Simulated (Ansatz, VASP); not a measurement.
# Cu2W: VASP beside Ansatz

File INCAR:

```
SYSTEM = Cu2W
PREC = Accurate
ENCUT = 600
EDIFF = 1E-6
ISMEAR = 0
SIGMA = 0.1
LREAL = .FALSE.
LASPH = .TRUE.
NELM = 100
ALGO = Normal
ISIF = 3
LWAVE = .FALSE.
LCHARG = .FALSE.
GGA = PE
IBRION = 2
NSW = 90
EDIFFG = -0.04
```

The input KPOINTS:

```
Automatic mesh
0
G
  6 6 6
  0 0 0
```

POSCAR

```
Cu2W
1.0
    3.4110410000      0.0000000000      0.0000000000
   -1.7055205000      2.9540481600      0.0000000000
    0.0000000000      0.0000000000      3.4449238600
Cu W
2 1
Direct
    0.3333333300      0.6666666700      0.5000000000
    0.6666666700      0.3333333300      0.5000000000
    0.0000000000      0.0000000000      0.0000000000
```

Input for Ansatz:

```yaml
crystal:
  lattice:
    - [3.411041, 0.0, 0.0]
    - [-1.7055205, 2.95404816, 0.0]
    - [0.0, 0.0, 3.44492386]
  atoms:
    - { symbol: Cu, position: [0.33333333, 0.66666667, 0.5] }
    - { symbol: Cu, position: [0.66666667, 0.33333333, 0.5] }
    - { symbol: W, position: [0.0, 0.0, 0.0] }
basis:
  ecutwfc: 420
kpoints:
  mp_grid: { grid: [6, 6, 6] }
hamiltonian:
  xc: pbe
scf:
  occupations: { method: gaussian, width: 0.1 }
  lower_state_search: "off"
output:
  forces: true
  stress: true
  eigenvalues: true
relax:
  adjacent_minimum: "off"
  f_tol: 0.04
  max_steps: 70
  cell: { stress_tol: 0.4 }
```

Change from the starting cell: species swapped into the B2W type (P6/mmm, No. 191).

Alike in both runs: task relaxation of cell and atoms; functional PBE; k mesh 6 × 6 × 6; occupations gaussian, width 0.1 eV; no spin polarisation.

|  | VASP | Ansatz |
| --- | --- | --- |
| version | VASP 6.6.1 | Ansatz 0.2.0 |
| potentials or method | VASP PAW PBE potentials, release 64 (Cu, W_sv) | scalar-relativistic, plane waves, PAW |
| plane-wave cutoff (eV) | 600 | 420 |
| valence electrons in the cell | 36 | 52 |

VASP gave:

| Quantity | Value |
| --- | --- |
| gap on the k mesh at the Fermi level, each at its own relaxed structure (eV) | none |
| relaxed volume (Å³/atom) | 13.24 |
| relaxed cell length with the largest relative difference (Å) | 2.553 |
| energy change over the relaxation (meV/atom) | -1334 |

Task: Estimate Ansatz's values.

Result: gap on the k mesh at the Fermi level, each at its own relaxed structure (eV): none; relaxed volume (Å³/atom): 13.22; relaxed cell length with the largest relative difference (Å): 2.546; energy change over the relaxation (meV/atom): -1340.

A gap of «none» marks a metal or a gap that the smearing closes. The two sets of potentials don't hold the same shells in valence.

The runs have no spin-orbit coupling, so splittings on W are missing.
